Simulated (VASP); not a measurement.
Data:

```
Al2Pt
1.0
    0.00000     2.97500     2.97500
    2.97500     0.00000     2.97500
    2.97500     2.97500     0.00000
Al Pt
2 1
Direct
  0.25000   0.25000   0.25000
  0.75000   0.75000   0.75000
  0.00000   0.00000   0.00000
```

Level of theory: PW91 GGA, VASP's PBE PAW potentials (set 64) (plane waves; VASP 6.6.1). Run with 520 eV cut-off, Gaussian smearing of 0.050 eV, potentials Al Pt.

Task: Give the energies of bands 1 to 11 at the high-symmetry points, in eV from the Fermi level.

Result: 
```json
[
 {"band": "1", "Γ": "-10.09", "X": "-6.17", "U": "-6.38", "L": "-7.80", "W": "-5.95"},
 {"band": "2", "Γ": "-4.98", "X": "-6.01", "U": "-5.86", "L": "-6.03", "W": "-5.95"},
 {"band": "3", "Γ": "-4.98", "X": "-5.78", "U": "-5.48", "L": "-4.66", "W": "-5.32"},
 {"band": "4", "Γ": "-4.98", "X": "-3.74", "U": "-4.25", "L": "-4.66", "W": "-4.99"},
 {"band": "5", "Γ": "-3.64", "X": "-3.74", "U": "-3.92", "L": "-3.67", "W": "-3.74"},
 {"band": "6", "Γ": "-3.64", "X": "-3.37", "U": "-3.59", "L": "-3.43", "W": "-3.22"},
 {"band": "7", "Γ": "2.76", "X": "-3.17", "U": "-3.03", "L": "-3.43", "W": "-2.76"},
 {"band": "8", "Γ": "3.80", "X": "-1.57", "U": "-1.99", "L": "1.00", "W": "-2.76"},
 {"band": "9", "Γ": "3.80", "X": "-1.57", "U": "-0.60", "L": "1.00", "W": "-0.89"},
 {"band": "10", "Γ": "3.80", "X": "3.00", "U": "3.22", "L": "3.71", "W": "5.10"},
 {"band": "11", "Γ": "5.30", "X": "3.36", "U": "5.35", "L": "5.07", "W": "5.10"}
]
```

It has no gap at this level: it comes out as a metal or semimetal.

The compound is PtAl2 in the fluorite structure. It was relaxed first.
